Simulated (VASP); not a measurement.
Level of theory: PBE GGA, VASP's PBE PAW potentials (set 64) (plane waves; VASP).

Input for VASP

**POSCAR**
```
Zn16H
5.3549080
  0.9999999989   0.0000000000   0.0000000000
  0.4999999055   0.8660254002   0.0000000000
  0.0000000000   0.0000000000   3.9324973093
Zn H
16 1
Cart
  0.9999994675   0.2891046190   1.2673026916
  0.4999994681   0.2886748447   1.2745629228
  1.2496272248   0.7214726576   1.2673026916
  0.7503716163   0.7214726576   1.2673026916
  0.9999999989   0.0000000000   1.7300339502
  0.4999999993   0.0004268531   1.7393173278
  0.2503696183   0.4327992735   1.7393173278
  0.7496302865   0.4327992735   1.7393173278
  0.9999994675   0.2898526693   2.1956677265
  0.4999994681   0.2886748447   2.1977140258
  1.2489793944   0.7210986325   2.1956677265
  0.7510194469   0.7210986325   2.1956677265
  0.9999999989   0.0000000000   2.6288868178
  0.9999999063   0.8531147535   2.6680047921
  1.2388190029   0.4394680234   2.6680047921
  0.7611808996   0.4394680234   2.6680047921
  0.4999994681   0.2886748447   2.8340667120
```

**INCAR**
```
SYSTEM = Zn16H
PREC = Normal; ENCUT = 400; LREAL = F
LASPH = T
EDIFF = 1E-6; NELM = 100; NELMIN = 4
ALGO = Normal; LMAXMIX = 4
ISMEAR = 1; SIGMA = 0.1
GGA = PE
LWAVE = F; LCHARG = F; LORBIT = 11
LVHAR = T
DIPOL = 0.5 0.5 0.5
LDIPOL = T; IDIPOL = 3
```

**KPOINTS**
```
Automatic
0
gamma
 6 6 1
0 0 0
```

POTCAR, in this order: Zn H (PBE.64 set). Program: vasp_std. Read from the step before: WAVECAR.

### Question
What will the output report for the number of irreducible k-points (NKPTS), largest plane-wave count, number of space-group operations, FFT grid (NGX, NGY, NGZ)?

### Answer

```json
{
  "number of irreducible k-points (NKPTS)": "7",
  "largest_plane_wave_count": "9519",
  "number_of_space_group_operations": "6",
  "FFT grid (NGX, NGY, NGZ)": "28 × 28 × 108"
}
```

The cell is a thin slab with vacuum, built from Zn (hcp): (001) face, H adsorbed.
